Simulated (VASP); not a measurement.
# What goes wrong when the gap of MgO is computed with a bad input, part 2 of 2

Aim: see how common mistakes in a band-structure run show up, on MgO. The starting structure is a measured crystal structure from the Crystallography Open Database. Cell and atoms stay as given unless a step says otherwise.

VASP 6.6.1.

Results so far: reference 4.669 eV; a k mesh far too coarse and no band path 4.616 eV.

## Step 5: Bands with a wide metal-type smearing

Level of this step: LDA; plane waves and PAW (Mg, O) (VASP).

A slip made on purpose: a wide metal-type smearing. Against step 2 the input has ISMEAR = 1 and SIGMA = 1 (also changed: NELM).

Contents of INCAR:

```
SYSTEM = MgO
PREC = Accurate
ENCUT = 460
EDIFF = 1E-06
NELM = 60
ISMEAR = 1
SIGMA = 1
LREAL = .FALSE.
ALGO = Normal
GGA = CA
NBANDS = 16
LORBIT = 11
LWAVE = .FALSE.
LCHARG = .FALSE.
KPAR = 4
```

Contents of POSCAR:

```
MgO
1.0
    0.0000000000      2.1052050000      2.1052050000
    2.1052050000      0.0000000000      2.1052050000
    2.1052050000      2.1052050000      0.0000000000
Mg O
1 1
Direct
    0.0000000000      0.0000000000      0.0000000000
    0.5000000000      0.5000000000      0.5000000000
```

Contents of KPOINTS:

```
Automatic mesh
0
Gamma
8 8 8
0 0 0
```

Contents of KPOINTS_OPT:

```
Line mode
10
Line-mode
Reciprocal
  0.00000000   0.00000000   0.00000000 GAMMA
  0.50000000   0.00000000   0.50000000 X

  0.50000000   0.00000000   0.50000000 X
  0.50000000   0.25000000   0.75000000 W

  0.50000000   0.25000000   0.75000000 W
  0.37500000   0.37500000   0.75000000 K

  0.37500000   0.37500000   0.75000000 K
  0.00000000   0.00000000   0.00000000 GAMMA

  0.00000000   0.00000000   0.00000000 GAMMA
  0.50000000   0.50000000   0.50000000 L

  0.50000000   0.50000000   0.50000000 L
  0.62500000   0.25000000   0.62500000 U

  0.62500000   0.25000000   0.62500000 U
  0.50000000   0.25000000   0.75000000 W

  0.50000000   0.25000000   0.75000000 W
  0.50000000   0.50000000   0.50000000 L

  0.50000000   0.50000000   0.50000000 L
  0.37500000   0.37500000   0.75000000 K

  0.62500000   0.25000000   0.62500000 U
  0.50000000   0.00000000   0.50000000 X
```

Potentials, in the order of the species: Mg and O (LDA family, release 64).

Started as:

```
> mpirun -np 4 vasp_std
```

The log of the run:

```text
[... set-up lines as in an earlier step ...]
 entering main loop
       N       E                     dE             d eps       ncg     rms          rms(c)
DAV:   1     0.121514186407E+02    0.12151E+02   -0.39435E+03  1048   0.400E+02
DAV:   2    -0.144253198873E+02   -0.26577E+02   -0.25860E+02  1248   0.110E+02
DAV:   3    -0.149244835515E+02   -0.49916E+00   -0.49529E+00  1080   0.116E+01
DAV:   4    -0.149253524893E+02   -0.86894E-03   -0.86893E-03  1248   0.568E-01
[...]
DAV:  10    -0.133767200514E+02    0.16777E-03   -0.29880E-04  1088   0.112E-01    0.100E-02
DAV:  11    -0.133767186328E+02    0.14185E-05   -0.12078E-05  1120   0.160E-02    0.380E-03
DAV:  12    -0.133767185532E+02    0.79608E-07   -0.32362E-07   576   0.336E-03
   1 F= -.13376719E+02 E0= -.13414046E+02  d E =0.111983E+00
 Start KPOINTS_OPT (optional k-point list driver)
k-point batch [1-29\100]
       N       E                     dE             ncg
DAV:   1     0.133736963610E+03   -0.86635E+04     1056
DAV:   2    -0.587967800982E+03   -0.72170E+03     1216
DAV:   3    -0.602157529577E+03   -0.14190E+02     1216
DAV:   4    -0.602183670262E+03   -0.26141E-01     1168
DAV:   5    -0.602183734047E+03   -0.63784E-04     1224
DAV:   6    -0.602183734228E+03   -0.18158E-06      936
[...]
k-point batch [88-100\100]
       N       E                     dE             ncg
DAV:   1     0.519501805897E+04   -0.51554E+04      480
DAV:   2     0.487978159273E+04   -0.31524E+03      552
DAV:   3     0.487490524194E+04   -0.48764E+01      552
DAV:   4     0.487489595496E+04   -0.92870E-02      520
DAV:   5     0.487489593158E+04   -0.23376E-04      576
DAV:   6     0.487489593152E+04   -0.63394E-07      408
```

The job ended after 8 s (4 MPI ranks of Intel Xeon Platinum 8375C at 2.90GHz (Ice Lake), shared host; peak memory 0.5 GiB; 22 s of CPU time).

Parts of OUTCAR (step 5):

```text
  Total       -1.0211142     -1.0211142     -1.0211142      0.0000000      0.0000000      0.0000000
  in kB      -87.6741833    -87.6741833    -87.6741833      0.0000000      0.0000000      0.0000000
  external PRESSURE =     -87.6741833 kB  Pullay stress =       0.0000000 kB

 POSITION                                       TOTAL-FORCE (eV/Angst)
 -----------------------------------------------------------------------------------
      0.00000      0.00000      0.00000         0.000000      0.000000      0.000000
      2.10521      2.10521      2.10521         0.000000     -0.000000     -0.000000
 -----------------------------------------------------------------------------------
    total drift:                               -0.000000     -0.000000      0.000000

  FREE ENERGIE OF THE ION-ELECTRON SYSTEM (eV)
  ---------------------------------------------------
  free  energy   TOTEN  =       -13.3767185532 eV

  energy  without entropy=      -13.4887013570  energy(sigma->0) =      -13.41404615

[... 2 parts as in an earlier step ...]

[... 1 further part left out ...]
[key lines of the parts left out:]
E-fermi :   3.0547
```

With a wide metal-type smearing the gap is 4.680 eV, +0.011 eV from the reference.

## Step 6: Bands with a fixed density without a density file

A slip made on purpose: a fixed density without a density file. Against step 2 the input has ICHARG = 11 (also changed: NELM).

Changes to INCAR since step 5:

```diff
@@ -5,4 +5,4 @@
 NELM = 60
-ISMEAR = 1
-SIGMA = 1
+ISMEAR = 0
+SIGMA = 0.03
 LREAL = .FALSE.
@@ -15 +15,2 @@
 KPAR = 4
+ICHARG = 11
```

POSCAR is that of step 5.

KPOINTS is that of step 5.

KPOINTS_OPT is that of step 5.

Started as:

```
> mpirun -np 4 vasp_std
```

The log of the run:

```text
[banner, memory and clock lines left out]
[...]
LDA part: xc-table for (Slater(with rela. corr.)+CA(PZ))
 , standard interpolation
 POSCAR, INCAR and KPOINTS ok, starting setup
[...]
WARNING: CHGCAR is incomplete
|                                                                             |
|     EEEEEEE  RRRRRR   RRRRRR   OOOOOOO  RRRRRR      ###     ###     ###     |
|     E        R     R  R     R  O     O  R     R     ###     ###     ###     |
|     E        R     R  R     R  O     O  R     R     ###     ###     ###     |
|     EEEEE    RRRRRR   RRRRRR   O     O  RRRRRR       #       #       #      |
|     E        R   R    R   R    O     O  R   R                               |
|     E        R    R   R    R   O     O  R    R      ###     ###     ###     |
|     EEEEEEE  R     R  R     R  OOOOOOO  R     R     ###     ###     ###     |
|                                                                             |
|     ERROR: charge density could not be read from file CHGCAR for            |
|     ICHARG>10                                                               |
|                                                                             |
|       ---->  I REFUSE TO CONTINUE WITH THIS SICK JOB ... BYE!!! <----       |
|                                                                             |

1
1
1
1

[... 1 part as in an earlier step ...]
```

Wall time 6.6 s (4 MPI ranks).

VASP stopped with this message: “ERROR: charge density could not be read from file CHGCAR for ICHARG>10”.

## Step 7: All runs side by side

```csv
run,ended,gap (eV),change (eV),core minutes
reference,converged,4.669,-,0.333
a k mesh far too coarse and no band path,converged,4.616,-0.054,0.2
a hybrid's name typed into the meta-GGA tag,stopped by VASP,-,-,0.4
a wide metal-type smearing,converged,4.68,0.011,0.533
a fixed density without a density file,stopped by VASP,-,-,0.44
```

Core minutes are wall time times ranks of the run shown, on a shared host.

## Step 8: Outcome

* reference gap: 4.669 eV
* gap with a k mesh far too coarse and no band path: 4.616 eV
* gap with a wide metal-type smearing: 4.680 eV
* run with a hybrid's name typed into the meta-GGA tag: stopped by VASP
* run with a fixed density without a density file: stopped by VASP

VASP stopped by itself in the runs with a hybrid's name typed into the meta-GGA tag and a fixed density without a density file. Finished, but with signs in the output that stand out against the reference: a wide metal-type smearing, with the gap changed by +0.01 eV (signs: a large entropy term in the energy). Finished, and of the signs looked for here (warnings, stress, forces, entropy, moments, translations away from zero, imaginary modes) none stands out against the reference by the marks set here, though the gap is off: a k mesh far too coarse and no band path, with the gap changed by -0.05 eV. Further runs on this material are not shown.

[Lines on the potential files, build, host, timing and source positions are cut from VASP's logs without a mark.]

[Logs are printed without paths, hosts, clocks, repeated set-up lines and the standing remarks that a program may print on its own settings, such as how far it seeks lower states.]

[Hosts, paths, dates, database ids (printed as entryN), source tags and the programs' standing remarks are cut or masked in the printed files.]
